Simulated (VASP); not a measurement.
These are PBEsol GGA, VASP's PBE PAW potentials (set 64) (plane waves; VASP 6.6.1) values and carry that method's errors.

A VASP calculation is set up with these files.

File POSCAR:
```
AlN
1
   -0.0109438285     2.1887657021     2.1887657021
    2.1887657021    -0.0109438285     2.1887657021
    2.1778218736     2.1778218736     0.0000000000
Al N
1 1
Direct
  0.0000000000   0.0000000000   0.0000000000
  0.2500000000   0.2500000000   0.2500000000
```

**INCAR**
```
! general
SYSTEM=AlN
PREC  =Accurate
ENCUT =600
LREAL =.False.
LASPH =.True.

! electronic loop
EDIFF =1E-7
NELM  =100
ALGO  =Normal

! smearing
ISMEAR=0
SIGMA =0.05

! functional
GGA   =PS

! ions
ISIF  =2

! output
LWAVE =.False.
LCHARG=.False.
```

### KPOINTS
```
Automatic mesh
0
Gamma
10 10 10
0 0 0
```

POTCAR, in this order: Al N (PBE.64 set). Program: vasp_std.

Q: Estimate the energy per atom (σ→0).

A: 
| Property | Value |
|---|---|
| energy per atom (σ→0) | -7.806 eV/atom |

File OSZICAR:
```
...
DAV:   7    -0.156293613668E+02    0.28405E-01   -0.94368E-02  2952   0.316E+00    0.194E+00
DAV:   8    -0.156117596729E+02    0.17602E-01   -0.19489E-02  3192   0.194E+00    0.389E-01
DAV:   9    -0.156115045988E+02    0.25507E-03   -0.70613E-04  4000   0.228E-01    0.202E-01
DAV:  10    -0.156115512569E+02   -0.46658E-04   -0.12835E-04  3224   0.988E-02    0.490E-02
DAV:  11    -0.156115492879E+02    0.19690E-05   -0.40759E-06  3328   0.194E-02    0.967E-03
DAV:  12    -0.156115494021E+02   -0.11424E-06   -0.23526E-07  3328   0.532E-03    0.157E-03
DAV:  13    -0.156115494149E+02   -0.12780E-07   -0.66837E-09  1880   0.872E-04
   1 F= -.15611549E+02 E0= -.15611549E+02  d E =-.183814E-10
```

The compound is AlN in the zinc blende structure, a metastable form; wurtzite is the usual one. This cell was strained or had an atom moved on purpose.
